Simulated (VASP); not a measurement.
An input for Quantum ESPRESSO's pw.x (written as the equivalent of a VASP run, and not itself run):

```
&CONTROL
  calculation = 'vc-relax'
  pseudo_dir = './pseudo'
  outdir = './out'
  tprnfor = .true.
  tstress = .true.
  nstep = 40
  forc_conv_thr = 0.00078
/
&SYSTEM
  ibrav = 0
  nat = 4
  ntyp = 2
  ecutwfc = 102
  occupations = 'smearing'
  smearing = 'gaussian'
  degauss = 0.003675
  input_dft = 'pbesol'
/
&ELECTRONS
  conv_thr = 7.3e-08
  electron_maxstep = 100
/
&IONS
/
&CELL
/
ATOMIC_SPECIES
  Cd 112.414 Cd.upf
  Te 127.600 Te.upf
CELL_PARAMETERS angstrom
     4.5826406    0.0000000    0.0000000
    -2.2913203    3.9686832    0.0000000
     0.0000000   -0.0000000    7.4947768
ATOMIC_POSITIONS crystal
  Cd   0.3333330  0.6666670  0.9999704
  Cd   0.6666670  0.3333330  0.4999704
  Te   0.3333330  0.6666670  0.3750296
  Te   0.6666670  0.3333330  0.8750296
K_POINTS automatic
  6 6 3 0 0 0
```

Question: Translate this input to VASP (INCAR, KPOINTS, POSCAR, choice of POTCAR).

Answer: Several could match; the one computed here: 
### INCAR
```
! general
SYSTEM =CdTe
PREC   =Accurate
ENCUT  =500
LREAL  =.False.
LASPH  =.True.

! electronic loop
EDIFF  =1E-6
NELM   =100
ALGO   =Normal
LMAXMIX=4

! smearing
ISMEAR =0
SIGMA  =0.05

! functional
GGA    =PS

! ions
IBRION =2
NSW    =40
ISIF   =3
EDIFFG =-0.02

! output
LWAVE  =.False.
LCHARG =.False.
```

**KPOINTS**
```
Automatic mesh
0
Gamma
6 6 3
0 0 0
```

**POSCAR**
```
CdTe
1.0
  4.5826405713   0.0000000000   0.0000000000
 -2.2913202857   3.9686832044   0.0000000000
  0.0000000000   0.0000000000   7.4947768251
Cd Te
2 2
Cartesian
 -0.0000022914   2.6457901258   7.4945550914
  2.2913225770   1.3228930786   3.7471666788
 -0.0000022914   2.6457901258   2.8107630431
  2.2913225770   1.3228930786   6.5581514557
```

POTCAR, in this order: Cd Te (PBE.64 set). Program: vasp_std.

Limits of the translation: the potentials are each code's own (VASP's PAW set, PseudoDojo norm-conserving files in pw.x), so ENCUT and ecutwfc are chosen apart and not converted; conv_thr bounds pw.x's estimated SCF error, while EDIFF bounds the energy change between steps; forc_conv_thr acts on force components and is met together with etot_conv_thr.

The structure was generated: CdTe was put into the wurtzite type (P6_3mc), which need not be its known phase. This run relaxes it. Symmetry was kept, so distortions that lower it aren't found.
